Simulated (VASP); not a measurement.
Computed with PBE GGA, VASP's PBE PAW potentials (set 64) (plane waves; VASP 6.6.1).

The input files of a VASP run:

### INCAR
```
SYSTEM = GaN
PREC = Accurate; ENCUT = 600; LREAL = F
LASPH = T
EDIFF = 1E-6; NELM = 100; ALGO = Normal
LMAXMIX = 4
ISMEAR = 1; SIGMA = 0.05
GGA = PE
ISIF = 2
LWAVE = F; LCHARG = F
```

POSCAR:
```
GaN
1
    3.1221650000     0.0000000000     0.0000000000
   -1.5610820000     2.7038730000     0.0000000000
    0.0000000000     0.0000000000    10.2211660000
Ga N
4 4
Direct
  0.0000000000   0.0000000000   0.0000000000
  0.0000000000   0.0000000000   0.5000000000
  0.6666670000   0.3333330000   0.7501800000
  0.3333330000   0.6666670000   0.2501800000
  0.0000000000   0.0000000000   0.8121600000
  0.0000000000   0.0000000000   0.3121600000
  0.6666670000   0.3333330000   0.5632900000
  0.3333330000   0.6666670000   0.0632900000
```

### KPOINTS
```
K-points
0
G
  6 6 2
```

POTCAR, in this order: Ga_d N (PBE.64 set). Program: vasp_std.

Output

OUTCAR:
```
 ion  position               nearest neighbor table
   1  0.000  0.000  0.000-   8 1.92   8 1.92   8 1.92   5 1.92
   2  0.000  0.000  0.500-   7 1.92   7 1.92   7 1.92   6 1.92
   3  0.667  0.333  0.750-   7 1.91   5 1.91   5 1.91   5 1.91
   4  0.333  0.667  0.250-   8 1.91   6 1.91   6 1.91   6 1.91
   5  0.000  0.000  0.812-   3 1.91   3 1.91   3 1.91   1 1.92
   6  0.000  0.000  0.312-   4 1.91   4 1.91   4 1.91   2 1.92
   7  0.667  0.333  0.563-   3 1.91   2 1.92   2 1.92   2 1.92
   8  0.333  0.667  0.063-   4 1.91   1 1.92   1 1.92   1 1.92
  LATTYP: Found a hexagonal cell.
 ALAT       =     3.1221650000
 C/A-ratio  =     3.2737430597
 Subroutine PRICEL returns:
 Original cell was already a primitive cell.
 Subroutine GETGRP returns: Found 12 space group operations
The static configuration has the point symmetry C_3v.
 The point group associated with its full space group is C_6v.
The dynamic configuration has the point symmetry C_3v.
 Subroutine INISYM returns: Found 12 space group operations
 Subroutine IBZKPT returns following result:
 Found     14 irreducible k-points:

 Following reciprocal coordinates:
            Coordinates               Weight
  0.000000  0.000000  0.000000      1.000000
  0.166667  0.000000  0.000000      6.000000
  0.333333  0.000000  0.000000      6.000000
  0.500000  0.000000  0.000000      3.000000
  0.166667  0.166667  0.000000      6.000000
  0.333333  0.166667  0.000000     12.000000
  0.333333  0.333333  0.000000      2.000000
  0.000000  0.000000  0.500000      1.000000
  0.166667  0.000000  0.500000      6.000000
  0.333333  0.000000  0.500000      6.000000
  0.500000  0.000000  0.500000      3.000000
  0.166667  0.166667  0.500000      6.000000
  0.333333  0.166667  0.500000     12.000000
  0.333333  0.333333  0.500000      2.000000
   k-points           NKPTS =     14   k-points in BZ     NKDIM =     14   number of bands    NBANDS=     43
   number of dos      NEDOS =    301   number of ions     NIONS =      8
...
```

File OSZICAR:
```
       N       E                     dE             d eps       ncg     rms          rms(c)
DAV:   1     0.795803669238E+03    0.79580E+03   -0.36839E+04  1343   0.344E+03
DAV:   2     0.103212390564E+03   -0.69259E+03   -0.67183E+03  1244   0.731E+02
DAV:   3    -0.443094008135E+02   -0.14752E+03   -0.14223E+03  1409   0.235E+02
DAV:   4    -0.562837966640E+02   -0.11974E+02   -0.11899E+02  1487   0.688E+01
DAV:   5    -0.566352488669E+02   -0.35145E+00   -0.35068E+00  1525   0.123E+01    0.158E+01
DAV:   6    -0.478854174539E+02    0.87498E+01   -0.30283E+01  2218   0.625E+01    0.418E+00
DAV:   7    -0.482710669043E+02   -0.38565E+00   -0.52490E+00  1333   0.140E+01    0.394E+00
DAV:   8    -0.482331813899E+02    0.37886E-01   -0.39233E-01  1677   0.910E+00    0.132E+00
DAV:   9    -0.482197653629E+02    0.13416E-01   -0.88917E-02  1898   0.490E+00    0.412E-01
DAV:  10    -0.482203933101E+02   -0.62795E-03   -0.15721E-02  1569   0.151E+00    0.180E-01
DAV:  11    -0.482206106533E+02   -0.21734E-03   -0.26049E-03  1752   0.105E+00    0.339E-02
DAV:  12    -0.482207314221E+02   -0.12077E-03   -0.81015E-04  1574   0.388E-01    0.531E-02
DAV:  13    -0.482207406747E+02   -0.92526E-05   -0.18341E-04  1421   0.160E-01    0.279E-02
DAV:  14    -0.482207367509E+02    0.39238E-05   -0.44982E-05  1656   0.179E-01    0.104E-02
DAV:  15    -0.482207384976E+02   -0.17466E-05   -0.94707E-06  1525   0.668E-02    0.431E-03
DAV:  16    -0.482207387168E+02   -0.21919E-06   -0.45288E-06  1101   0.176E-02
   1 F= -.48220739E+02 E0= -.48220771E+02  d E =0.959344E-04
```

**OUTCAR**
```
------------------------ aborting loop because EDIFF is reached ----------------------------------------
  FORCE on cell =-STRESS in cart. coord.  units (eV):
  Direction    XX          YY          ZZ          XY          YZ          ZX
  --------------------------------------------------------------------------------------
  Total        9.6980904      9.6980817      9.2567308      0.0000018      0.0000000      0.0000000
  in kB      180.0753337    180.0751733    171.8801147      0.0000333      0.0000000      0.0000000
  external PRESSURE =     177.3435406 kB  Pullay stress =       0.0000000 kB
  volume of cell :       86.29
      direct lattice vectors                 reciprocal lattice vectors
     3.122165000  0.000000000  0.000000000     0.320290568  0.184919869  0.000000000
    -1.561082000  2.703873000  0.000000000     0.000000000  0.369839856  0.000000000
     0.000000000  0.000000000 10.221166000     0.000000000  0.000000000  0.097836196
  FREE ENERGIE OF THE ION-ELECTRON SYSTEM (eV)
  ---------------------------------------------------
  free  energy   TOTEN  =       -48.2207387168 eV

  energy  without entropy=      -48.2208346512  energy(sigma->0) =      -48.22077069
```
(Selected blocks of OUTCAR.)

The structure was generated: GaN was put into an ordered model structure, which need not be its known phase. The cell was not relaxed at this level. The run is one of a series of settings (ENCUT = 600 against the base run), some of them coarse on purpose.
